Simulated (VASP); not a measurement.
Computed with PBEsol GGA, VASP's PBE PAW potentials (set 64) (plane waves; VASP).

The input files of a VASP run:

File KPOINTS:
```
Automatic mesh
0
G
  12 12 12
```

INCAR:
```
SYSTEM = HfB
PREC = Accurate; ENCUT = 520; LREAL = .FALSE.
LASPH = .TRUE.
EDIFF = 1E-6; NELM = 100; ALGO = Normal
LMAXMIX = 6
ISMEAR = 1; SIGMA = 0.1
GGA = PS
IBRION = 2; NSW = 60; ISIF = 3
EDIFFG = -0.01
LWAVE = .FALSE.; LCHARG = .FALSE.
```

**POSCAR**
```
HfB
1.0
  0.0000000000   2.3950941715   2.3950941715
  2.3950941715   0.0000000000   2.3950941715
  2.3950941715   2.3950941715   0.0000000000
Hf B
1 1
Direct
  0.0000000000   0.0000000000   0.0000000000
  0.5000000000   0.5000000000   0.5000000000
```

POTCAR, in this order: Hf_pv B (PBE.64 set). Program: vasp_std.

Unless said otherwise, spin-orbit coupling is left out, though it shifts the bands of the heavy elements here.

Problem. What does the run give for the energy per atom (σ→0), band gap (on the k-mesh)?

Solution. 
- energy per atom (σ→0) = -9207 meV/atom
- band gap (on the k-mesh) = none (metal, semimetal or under 0.01 eV)

**OSZICAR**
```
...
DAV:   5    -0.199952352873E+02   -0.53183E-04   -0.53172E-04  1860   0.149E-01    0.568E+01
DAV:   6    -0.184884645239E+02    0.15068E+01   -0.53111E+00  1602   0.132E+01    0.365E+01
DAV:   7    -0.184323178086E+02    0.56147E-01   -0.76889E-01  1756   0.609E+00    0.968E+00
DAV:   8    -0.184133488727E+02    0.18969E-01   -0.88813E-02  1664   0.194E+00    0.761E-01
DAV:   9    -0.184132063646E+02    0.14251E-03   -0.26251E-03  1746   0.459E-01    0.186E-01
DAV:  10    -0.184131975137E+02    0.88508E-05   -0.83450E-05  1692   0.758E-02    0.190E-02
DAV:  11    -0.184131974332E+02    0.80483E-07   -0.13734E-06  1430   0.971E-03
   1 F= -.18413197E+02 E0= -.18413302E+02  d E =-.184132E+02
```

The structure was generated: HfB was put into the rock salt type (Fm-3m), which need not be its known phase. It was relaxed first, which changed the volume by -37 %. The start is the result of an earlier pass. The electron count is odd and the run is not spin-polarised, which forces a metal.
